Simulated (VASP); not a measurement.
A run of VASP 6.6.1:

File INCAR:

```
ALGO = Fast
EDIFF = 1E-7
ENCUT = 520
GGA = PE
ISIF = 2
ISMEAR = 0
IVDW = 12
LASPH = True
LCHARG = False
LREAL = False
LWAVE = False
NBANDS = 16
NELM = 100
PREC = Accurate
SIGMA = 0.02
```

Contents of KPOINTS:

```
k-points
0
Gamma
  8 8 8
```

POSCAR

```
AgCl
1.0
    0.0000000000      2.7560759917      2.7560759917
    2.7560759917      0.0000000000      2.7560759917
    2.7560759917      2.7560759917      0.0000000000
Ag Cl
1 1
Direct
    0.0000000000      0.0000000000      0.0000000000
    0.5000000000      0.5000000000      0.5000000000
```

Potentials or basis: VASP PAW PBE potentials, release 64 (Ag, Cl).

Run with:

```bash
$ cat potpaw_PBE.64/Ag/POTCAR potpaw_PBE.64/Cl/POTCAR > POTCAR
$ mpirun -np 1 vasp_std > vasp.out
```

Hardware: 1 thread of Intel(R) Xeon(R) Platinum 8375C CPU @ 2.90GHz (Ice Lake) (shared host).

Task: Estimate the wall time of this run.

Result: Run time: 20 s on 1 thread of Intel(R) Xeon(R) Platinum 8375C CPU @ 2.90GHz (Ice Lake) (shared host), peak memory 0.18 GiB. Counts: scf iterations 14, k points 29.
